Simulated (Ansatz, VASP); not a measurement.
# Cross-check of BiPd (Sobolevskite) between VASP and Ansatz

Wanted: the spread between two codes on one cell, functional and k mesh. The cell is taken from a series of runs on this material, whose earlier steps may have relaxed, scaled, displaced or heated it; both programs get it as it stands.

Program: Ansatz 0.2.0. Level of theory: plane waves, with VASP 6.6.1 beside it; zone-centre phonons at PBEsol. Results are calculated unless marked as measured.

**1. Starting point**

The structure is hexagonal, space group P6_3/mmc (No. 194). Conventional cell: a = 4.258 Å, b = 4.258 Å, c = 5.625 Å, α = 90.00°, β = 90.00°, γ = 120.00°. Nearest to Bi lie 6 Pd at 2.83 Å. Pd has 2 Pd at 2.81 Å and 6 Bi at 2.83 Å nearest. Farther neighbours are not listed.

**2. VASP: zone-centre phonons, PBEsol**

Second derivatives magnify differences that forces hide, and they need a tight electronic threshold.

Lines of VASP's logs that name or quote its potential files are left out, and so is its time.

File INCAR:

```
SYSTEM = BiPd
PREC = Accurate
ENCUT = 500
EDIFF = 1E-08
NELM = 120
ISMEAR = 1
SIGMA = 0.2
LREAL = .FALSE.
ALGO = Normal
GGA = PS
NBANDS = 31
LASPH = .TRUE.
LORBIT = 11
LWAVE = .FALSE.
LCHARG = .FALSE.
ISIF = 2
IBRION = 8
GGA_COMPAT = .FALSE.
KPAR = 2
```

File POSCAR:

```
BiPd
1.0
    4.2576542658      0.0000000000      0.0000000000
   -2.1288271329      3.6872367547      0.0000000000
    0.0000000000      0.0000000000      5.6248278959
Bi Pd
2 2
Direct
    0.3333333333      0.6666666667      0.2500000000
    0.6666666667      0.3333333333      0.7500000000
    0.0000000000      0.0000000000      0.0000000000
    0.0000000000      0.0000000000      0.5000000000
```

File KPOINTS:

```
Automatic mesh
0
Gamma
4 4 4
0 0 0
```

PAW data sets: Bi_d and Pd (PBE family, release 64).

Started as:

```
$ mpirun -np 2 vasp_std
```

Numbers of over 12 decimals in the logs are rounded to 6 here.

What it wrote:

```text
[banner, memory and clock lines left out]
running    2 mpi-ranks, on    1 nodes
 distrk:  each k-point on    1 cores,    2 groups
 distr:  one band on    1 cores,    1 groups

 POSCAR found type information on POSCAR BiPd
 POSCAR found :  2 types and       4 ions
|                                                                             |
|               ----> ADVICE to this user running VASP <----                  |
|                                                                             |
|     You enforced a specific xc type in the INCAR file but a different       |
|     [... a line on the potential file left out ...]
|     I HOPE YOU KNOW WHAT YOU ARE DOING!                                     |
|                                                                             |

 LDA part: xc-table for (Slater+PW92), standard interpolation
 POSCAR, INCAR and KPOINTS ok, starting setup
 FFT: planning ... GRIDC
 FFT: planning ... GRID_SOFT
 FFT: planning ... GRID
 WAVECAR not read
 entering main loop
       N       E                     dE             d eps       ncg     rms          rms(c)
DAV:   1     0.523365608374E+03    0.52337E+03   -0.24775E+04   744   0.188E+03
DAV:   2     0.251111474583E+02   -0.49825E+03   -0.48202E+03   765   0.511E+02
DAV:   3    -0.204316784683E+02   -0.45543E+02   -0.44266E+02   858   0.164E+02
DAV:   4    -0.220719082257E+02   -0.16402E+01   -0.16329E+01   865   0.325E+01
DAV:   5    -0.221479530624E+02   -0.76045E-01   -0.76043E-01  1059   0.660E+00    0.751E+00
DAV:   6    -0.218890937698E+02    0.25886E+00   -0.63606E-01   856   0.664E+00    0.376E+00
DAV:   7    -0.218199387367E+02    0.69155E-01   -0.16445E-01   921   0.381E+00    0.194E+00
DAV:   8    -0.218013736216E+02    0.18565E-01   -0.84054E-02   870   0.211E+00    0.317E-01
DAV:   9    -0.218004384138E+02    0.93521E-03   -0.77663E-03   933   0.957E-01    0.605E-02
DAV:  10    -0.218003768521E+02    0.61562E-04   -0.35216E-04   966   0.226E-01    0.296E-02
DAV:  11    -0.218003825631E+02   -0.57110E-05   -0.38215E-05   979   0.379E-02    0.524E-03
DAV:  12    -0.218003824715E+02    0.91631E-07   -0.34021E-06   973   0.162E-02    0.306E-03
DAV:  13    -0.218003822114E+02    0.26005E-06   -0.35841E-07   899   0.436E-03    0.505E-04
DAV:  14    -0.218003821546E+02    0.56791E-07   -0.35150E-08   741   0.193E-03    0.228E-04
DAV:  15    -0.218003821640E+02   -0.93987E-08   -0.31708E-09   498   0.438E-04
   1 F= -.21800382E+02 E0= -.21801565E+02  d E =0.354725E-02
 Linear response reoptimize wavefunctions to high precision
DAV:   1    -0.218003821560E+02    0.80454E-08   -0.69472E-10   456   0.252E-04
DAV:   2    -0.218003821562E+02   -0.22374E-09   -0.23527E-10   442   0.132E-04
DAV:   3    -0.218003821561E+02    0.15189E-09   -0.10677E-10   442   0.945E-05
 Linear response DOF=           4
 Linear response progress:
  Degree of freedom:   1/  4
       N       E                     dE             d eps       ncg     rms          rms(c)
RMM:   1    -0.327269385676E+00   -0.32727E+00    0.38457E-01  2319   0.888E+00
RMM:   2    -0.333601567242E+00   -0.63322E-02   -0.20660E-02  3159   0.962E-01    0.651E-02
RMM:   3    -0.333619338283E+00   -0.17771E-04   -0.16870E-03  3546   0.262E-01    0.371E-02
RMM:   4    -0.333362383325E+00    0.25695E-03   -0.12193E-04  3612   0.777E-02    0.749E-03
RMM:   5    -0.333369085025E+00   -0.67017E-05   -0.10300E-05  3657   0.255E-02    0.343E-03
RMM:   6    -0.333379644931E+00   -0.10560E-04   -0.11325E-06  3691   0.108E-02    0.771E-04
RMM:   7    -0.333382798493E+00   -0.31536E-05    0.62224E-07  3775   0.399E-03    0.420E-04
RMM:   8    -0.333383257379E+00   -0.45889E-06   -0.27623E-07  3695   0.182E-03    0.152E-04
RMM:   9    -0.333382957805E+00    0.29957E-06    0.31225E-07  3725   0.847E-04    0.646E-05
RMM:  10    -0.333382601331E+00    0.35647E-06    0.83747E-08  3763   0.433E-04    0.254E-05
RMM:  11    -0.333382374108E+00    0.22722E-06   -0.54376E-08  3744   0.251E-04    0.912E-06
RMM:  12    -0.333382307620E+00    0.66489E-07   -0.14630E-08  3810   0.144E-04    0.358E-06
RMM:  13    -0.333382297244E+00    0.10376E-07   -0.74271E-09  3761   0.974E-05    0.118E-06
RMM:  14    -0.333382291099E+00    0.61450E-08   -0.72221E-09  3487   0.745E-05    0.751E-07
 first order change of Fermi-energy  -0.13904E-04
 force on displaced ion       1 direction 1 :  -5.737   0.000   0.000
 Linear response progress:
  Degree of freedom:   2/  4
       N       E                     dE             d eps       ncg     rms          rms(c)
RMM:   1    -0.341523602539E+00   -0.34152E+00    0.42706E-01  1027   0.900E+00
RMM:   2    -0.348617558417E+00   -0.70940E-02   -0.21632E-02  1367   0.936E-01    0.100E-01
RMM:   3    -0.348541653555E+00    0.75905E-04   -0.15182E-03  1478   0.272E-01    0.680E-02
RMM:   4    -0.348512154033E+00    0.29500E-04   -0.16833E-04  1452   0.928E-02    0.404E-02
RMM:   5    -0.348353373082E+00    0.15878E-03    0.73090E-06  1452   0.401E-02    0.330E-03
RMM:   6    -0.348381951440E+00   -0.28578E-04   -0.16097E-04  1619   0.130E-02    0.192E-03
RMM:   7    -0.348377122092E+00    0.48293E-05    0.36806E-05  1547   0.515E-03    0.414E-04
RMM:   8    -0.348381383007E+00   -0.42609E-05   -0.23750E-05  1595   0.195E-03    0.329E-04
RMM:   9    -0.348377767563E+00    0.36154E-05    0.99613E-06  1594   0.816E-04    0.157E-04
RMM:  10    -0.348379469329E+00   -0.17018E-05   -0.25832E-06  1596   0.389E-04    0.401E-05
RMM:  11    -0.348378988097E+00    0.48123E-06    0.23918E-06  1644   0.199E-04    0.184E-05
RMM:  12    -0.348379543865E+00   -0.55577E-06   -0.79057E-07  1640   0.112E-04    0.484E-06
RMM:  13    -0.348379515587E+00    0.28277E-07    0.78267E-07  1671   0.776E-05    0.239E-06
RMM:  14    -0.348379573045E+00   -0.57458E-07    0.35967E-07  1560   0.592E-05    0.986E-07
RMM:  15    -0.348379611512E+00   -0.38467E-07   -0.49438E-08  1303   0.512E-05    0.709E-07
RMM:  16    -0.348379622655E+00   -0.11144E-07   -0.59832E-08  1320   0.484E-05    0.312E-07
RMM:  17    -0.348379623132E+00   -0.47717E-09   -0.33051E-08  1253   0.465E-05    0.159E-07
 first order change of Fermi-energy   0.31125E-03
 force on displaced ion       1 direction 3 :  -0.000   0.000  -4.550
 Linear response progress:
  Degree of freedom:   3/  4
       N       E                     dE             d eps       ncg     rms          rms(c)
RMM:   1    -0.261231084578E+00   -0.26123E+00   -0.24504E-01  2591   0.237E+00
RMM:   2    -0.260469826347E+00    0.76126E-03   -0.17896E-02  2574   0.618E-01    0.905E-02
RMM:   3    -0.260810154030E+00   -0.34033E-03   -0.48579E-04  2717   0.114E-01    0.552E-02
RMM:   4    -0.261280020801E+00   -0.46987E-03   -0.14208E-04  2737   0.624E-02    0.652E-03
RMM:   5    -0.261256137392E+00    0.23883E-04   -0.85923E-06  2839   0.186E-02    0.506E-03
RMM:   6    -0.261203613074E+00    0.52524E-04   -0.16531E-06  2719   0.652E-03    0.182E-03
RMM:   7    -0.261179165615E+00    0.24447E-04   -0.47514E-07  2991   0.373E-03    0.940E-04
RMM:   8    -0.261178237189E+00    0.92843E-06   -0.41090E-08  2800   0.109E-03    0.482E-04
RMM:   9    -0.261181696821E+00   -0.34596E-05   -0.17909E-07  2914   0.919E-04    0.152E-04
RMM:  10    -0.261180603755E+00    0.10931E-05   -0.36056E-07  2914   0.279E-04    0.758E-05
RMM:  11    -0.261179590630E+00    0.10131E-05    0.55620E-08  2904   0.153E-04    0.269E-05
RMM:  12    -0.261179978950E+00   -0.38832E-06   -0.69845E-08  2902   0.703E-05    0.515E-06
RMM:  13    -0.261179964445E+00    0.14505E-07   -0.44337E-08  3104   0.400E-05    0.240E-06
RMM:  14    -0.261179976425E+00   -0.11980E-07   -0.88817E-10  2693   0.301E-05    0.792E-07
RMM:  15    -0.261179975284E+00    0.11409E-08    0.51976E-09  2404   0.270E-05    0.199E-07
 first order change of Fermi-energy   0.20690E-03
 force on displaced ion       3 direction 1 :  -4.608   0.000   0.000
 Linear response progress:
  Degree of freedom:   4/  4
       N       E                     dE             d eps       ncg     rms          rms(c)
RMM:   1    -0.268536979702E+00   -0.26854E+00   -0.25469E-01  1780   0.241E+00
RMM:   2    -0.266195220337E+00    0.23418E-02   -0.19569E-02  1402   0.717E-01    0.836E-02
RMM:   3    -0.266327708552E+00   -0.13249E-03   -0.80690E-04  1354   0.166E-01    0.508E-02
RMM:   4    -0.266527093924E+00   -0.19939E-03   -0.13440E-04  1532   0.646E-02    0.155E-02
RMM:   5    -0.266609388260E+00   -0.82294E-04   -0.24980E-05  1612   0.218E-02    0.558E-03
RMM:   6    -0.266589943438E+00    0.19445E-04   -0.66040E-06  1313   0.783E-03    0.192E-03
RMM:   7    -0.266584982310E+00    0.49611E-05   -0.24362E-06  1509   0.364E-03    0.911E-04
RMM:   8    -0.266583118536E+00    0.18638E-05   -0.10485E-06  1476   0.137E-03    0.287E-04
RMM:   9    -0.266578788295E+00    0.43302E-05   -0.24960E-07  1545   0.565E-04    0.129E-04
RMM:  10    -0.266577232201E+00    0.15561E-05    0.12043E-07  1495   0.198E-04    0.430E-05
RMM:  11    -0.266576881594E+00    0.35061E-06   -0.15211E-07  1643   0.104E-04    0.137E-05
RMM:  12    -0.266576821876E+00    0.59719E-07   -0.38844E-09  1515   0.619E-05    0.430E-06
RMM:  13    -0.266576834824E+00   -0.12948E-07   -0.32727E-08  1678   0.410E-05    0.219E-06
RMM:  14    -0.266576860701E+00   -0.25877E-07   -0.27234E-09  1543   0.360E-05    0.458E-07
RMM:  15    -0.266576860657E+00    0.43609E-10   -0.10988E-09  1408   0.329E-05    0.227E-07
 first order change of Fermi-energy  -0.38590E-03
 force on displaced ion       3 direction 3 :  -0.000   0.000  -8.149
 Linear response finished
```

Parts of OUTCAR (step 2):

```text
ion  position               nearest neighbor table
   1  0.333  0.667  0.250-   3 2.83   4 2.83   3 2.83   4 2.83   3 2.83   4 2.83   2 3.74   2 3.74
                             2 3.74   2 3.74   2 3.74   2 3.74
   2  0.667  0.333  0.750-   3 2.83   4 2.83   3 2.83   4 2.83   3 2.83   4 2.83   1 3.74   1 3.74
                             1 3.74   1 3.74   1 3.74   1 3.74
   3  0.000  0.000  0.000-   4 2.81   4 2.81   1 2.83   2 2.83   1 2.83   2 2.83   2 2.83   1 2.83

  LATTYP: Found a hexagonal cell.
 ALAT       =     4.2576542658
 C/A-ratio  =     1.3211095934

 Subroutine GETGRP returns: Found 24 space group operations
 (whereof 12 operations were pure point group operations)

The static configuration has the point symmetry D_3d.
 The point group associated with its full space group is D_6h.

 Found     12 irreducible k-points:

   k-points           NKPTS =     12   k-points in BZ     NKDIM =     12   number of bands    NBANDS=     31

   dimension x,y,z NGX =    32 NGY =   32 NGZ =   42
   dimension x,y,z NGXF=    64 NGYF=   64 NGZF=   84

   ENCUT  =  500.0 eV  36.75 Ry    6.06 a.u.   7.76  7.76 10.26*2*pi/ulx,y,z

   NELECT =      50.0000    total number of electrons

 k-points in reciprocal lattice and weights: Automatic mesh
   0.00000000  0.00000000  0.00000000       0.016
   0.25000000  0.00000000  0.00000000       0.094
   0.50000000  0.00000000  0.00000000       0.047
   0.25000000  0.25000000  0.00000000       0.094
   0.00000000  0.00000000  0.25000000       0.031
   0.25000000  0.00000000  0.25000000       0.188
   0.50000000  0.00000000  0.25000000       0.094
   0.25000000  0.25000000  0.25000000       0.188
   0.00000000  0.00000000  0.50000000       0.016
   0.25000000  0.00000000  0.50000000       0.094
   0.50000000  0.00000000  0.50000000       0.047
   0.25000000  0.25000000  0.50000000       0.094

 average (electrostatic) potential at core
       1-101.7974       2-101.7974       3 -71.6400       4 -71.6400

  Total        0.2242575      0.2242575      0.3902735      0.0000000     -0.0000000      0.0000000
  in kB        4.0688995      4.0688995      7.0810710      0.0000000     -0.0000000      0.0000000
  external PRESSURE =       5.0729567 kB  Pullay stress =       0.0000000 kB

  energy-cutoff  :      500.00
  volume of cell :       88.30
      direct lattice vectors                 reciprocal lattice vectors
     4.257654266  0.000000000  0.000000000     0.234871114  0.135602901  0.000000000
    -2.128827133  3.687236755  0.000000000     0.000000000  0.271205802  0.000000000
     0.000000000  0.000000000  5.624827896     0.000000000  0.000000000  0.177783217

 POSITION                                       TOTAL-FORCE (eV/Angst)
 -----------------------------------------------------------------------------------
     -0.00000      2.45816      1.40621        -0.000000      0.000000      0.000000
      2.12883      1.22908      4.21862         0.000000     -0.000000      0.000000
      0.00000      0.00000      0.00000        -0.000000      0.000000      0.000000
      0.00000      0.00000      2.81241        -0.000000      0.000000      0.000000
 -----------------------------------------------------------------------------------
    total drift:                               -0.000000      0.000000      0.000000

 Eigenvectors and eigenvalues of the dynamical matrix
 ----------------------------------------------------

   1 f  =    5.686618 THz    35.730074 2PiTHz  189.685155 cm-1    23.517951 meV
             X         Y         Z           dx          dy          dz
     -0.000000  2.458158  1.406207     0.000000    0.000000    0.000000
      2.128827  1.229079  4.218621     0.000000    0.000000    0.000000
      0.000000  0.000000  0.000000    -0.000000   -0.000000    0.707107
      0.000000  0.000000  2.812414    -0.000000   -0.000000   -0.707107

   2 f  =    4.221336 THz    26.523434 2PiTHz  140.808600 cm-1    17.458033 meV
             X         Y         Z           dx          dy          dz
     -0.000000  2.458158  1.406207     0.410970    0.000000   -0.000000
      2.128827  1.229079  4.218621     0.410970    0.000000    0.000000
      0.000000  0.000000  0.000000    -0.575416   -0.000001    0.000000
      0.000000  0.000000  2.812414    -0.575416   -0.000001    0.000000

   3 f  =    4.221336 THz    26.523434 2PiTHz  140.808600 cm-1    17.458033 meV
             X         Y         Z           dx          dy          dz
     -0.000000  2.458158  1.406207     0.000000   -0.410970    0.000000
      2.128827  1.229079  4.218621     0.000000   -0.410970    0.000000
      0.000000  0.000000  0.000000    -0.000001    0.575416   -0.000000
      0.000000  0.000000  2.812414    -0.000001    0.575416   -0.000000

   4 f  =    3.059938 THz    19.226160 2PiTHz  102.068559 cm-1    12.654883 meV
             X         Y         Z           dx          dy          dz
     -0.000000  2.458158  1.406207     0.000000   -0.000000    0.000000
      2.128827  1.229079  4.218621     0.000000   -0.000000   -0.000000
      0.000000  0.000000  0.000000    -0.707107   -0.000008   -0.000000
      0.000000  0.000000  2.812414     0.707107    0.000008   -0.000000

   5 f  =    3.059938 THz    19.226160 2PiTHz  102.068559 cm-1    12.654883 meV
             X         Y         Z           dx          dy          dz
     -0.000000  2.458158  1.406207     0.000000    0.000000   -0.000000
      2.128827  1.229079  4.218621     0.000000    0.000000    0.000000
      0.000000  0.000000  0.000000     0.000008   -0.707107   -0.000000
      0.000000  0.000000  2.812414    -0.000008    0.707107   -0.000000

   6 f  =    2.828290 THz    17.770672 2PiTHz   94.341608 cm-1    11.696863 meV
             X         Y         Z           dx          dy          dz
     -0.000000  2.458158  1.406207     0.000000   -0.000000   -0.707107
      2.128827  1.229079  4.218621    -0.000000   -0.000000    0.707107
      0.000000  0.000000  0.000000    -0.000000    0.000000   -0.000000
      0.000000  0.000000  2.812414     0.000000   -0.000000   -0.000000

   7 f  =    2.781016 THz    17.473642 2PiTHz   92.764724 cm-1    11.501355 meV
             X         Y         Z           dx          dy          dz
     -0.000000  2.458158  1.406207    -0.000000   -0.000000   -0.413431
      2.128827  1.229079  4.218621    -0.000000   -0.000000   -0.413431
      0.000000  0.000000  0.000000    -0.000000   -0.000000    0.573651
      0.000000  0.000000  2.812414     0.000000    0.000000    0.573651

   8 f  =    2.720391 THz    17.092723 2PiTHz   90.742488 cm-1    11.250630 meV
             X         Y         Z           dx          dy          dz
     -0.000000  2.458158  1.406207    -0.707107   -0.000007   -0.000000
      2.128827  1.229079  4.218621     0.707107    0.000007    0.000000
      0.000000  0.000000  0.000000    -0.000000   -0.000000    0.000000
      0.000000  0.000000  2.812414    -0.000000    0.000000    0.000000

   9 f  =    2.720391 THz    17.092723 2PiTHz   90.742488 cm-1    11.250630 meV
             X         Y         Z           dx          dy          dz
     -0.000000  2.458158  1.406207    -0.000007    0.707107    0.000000
      2.128827  1.229079  4.218621     0.000007   -0.707107   -0.000000
      0.000000  0.000000  0.000000    -0.000000    0.000000   -0.000000
      0.000000  0.000000  2.812414     0.000000   -0.000000   -0.000000

  10 f/i=    0.001696 THz     0.010657 2PiTHz    0.056575 cm-1     0.007014 meV
             X         Y         Z           dx          dy          dz
     -0.000000  2.458158  1.406207     0.212958    0.534558   -0.000000
      2.128827  1.229079  4.218621     0.212958    0.534558   -0.000000
      0.000000  0.000000  0.000000     0.152098    0.381789   -0.000000
      0.000000  0.000000  2.812414     0.152098    0.381789   -0.000000

  11 f/i=    0.001696 THz     0.010657 2PiTHz    0.056575 cm-1     0.007014 meV
             X         Y         Z           dx          dy          dz
     -0.000000  2.458158  1.406207    -0.534558    0.212958   -0.000000
      2.128827  1.229079  4.218621    -0.534558    0.212958   -0.000000
      0.000000  0.000000  0.000000    -0.381789    0.152098   -0.000000
      0.000000  0.000000  2.812414    -0.381789    0.152098   -0.000000

  12 f/i=    0.013028 THz     0.081858 2PiTHz    0.434569 cm-1     0.053880 meV
             X         Y         Z           dx          dy          dz
     -0.000000  2.458158  1.406207    -0.000000    0.000000    0.573651
      2.128827  1.229079  4.218621    -0.000000    0.000000    0.573651
      0.000000  0.000000  0.000000    -0.000000    0.000000    0.413431
      0.000000  0.000000  2.812414    -0.000000    0.000000    0.413431

 ELASTIC MODULI CONTR FROM IONIC RELAXATION (kBar)
 Direction    XX          YY          ZZ          XY          YZ          ZX
 --------------------------------------------------------------------------------
 XX        -199.6516    199.6516      0.0000      0.0000     -0.0000      0.0000
 YY         199.6516   -199.6516      0.0000     -0.0000      0.0000      0.0000
 ZZ           0.0000      0.0000      0.0000      0.0000      0.0000      0.0000
 XY           0.0000     -0.0000      0.0000   -199.6516     -0.0000      0.0000
 YZ          -0.0000      0.0000      0.0000     -0.0000     -0.0000      0.0000
 ZX           0.0000      0.0000      0.0000      0.0000      0.0000      0.0000
 --------------------------------------------------------------------------------
```

The k-mesh is coarse for a metal.

[end of part 1 of 2]

[Lines on the potential files, build, host, timing and source positions are cut from VASP's logs without a mark.]

[Logs are printed without paths, hosts, clocks, repeated set-up lines and the standing remarks that a program may print on its own settings, such as how far it seeks lower states.]

[Hosts, paths, dates, database ids (printed as entryN), source tags and the programs' standing remarks are cut or masked in the printed files.]
